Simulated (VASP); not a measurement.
Here is the system:

```
MoSi2
1.0
   -1.63710     1.63710     4.00350
    1.63710    -1.63710     4.00350
    1.63710     1.63710    -4.00350
Si Mo
2 1
Direct
  0.66500   0.66500   0.00000
  0.33500   0.33500   0.00000
  0.00000   0.00000   0.00000
```

The numbers are results of PBE GGA + U (Dudarev), VASP's PBE PAW potentials (set 64) (plane waves; VASP), not measurements. Run with 400 eV cut-off, 12×12×12 Γ-centred mesh, first-order Methfessel-Paxton smearing of 0.10 eV, potentials Si Mo_sv, U − J: Mo 1.00 eV.

**Question.** Give the force on each atom (eV/Å).

**Answer.** 
| atom | Fx | Fy | Fz |
|---|---|---|---|
| Si1 | 0.000 | 0.000 | -0.159 |
| Si2 | 0.000 | 0.000 | 0.159 |
| Mo3 | 0.000 | 0.000 | 0.000 |

**Question.** Give the stress tensor in GPa (positive for a compressed cell).

**Answer.** 
```
 -8.98    0.00    0.00
  0.00   -8.98    0.00
  0.00    0.00  -10.08
```
The pressure is its mean diagonal, -9.35 GPa.

The compound is MoSi2 in the MoSi2 type structure. The cell was not relaxed at this level. The run is one of a series of settings (LDAU = .TRUE., LDAUJ = 0 0, LDAUL = -1 2, LDAUTYPE = 2, LDAUU = 0 1.0 against the base run), some of them coarse on purpose.
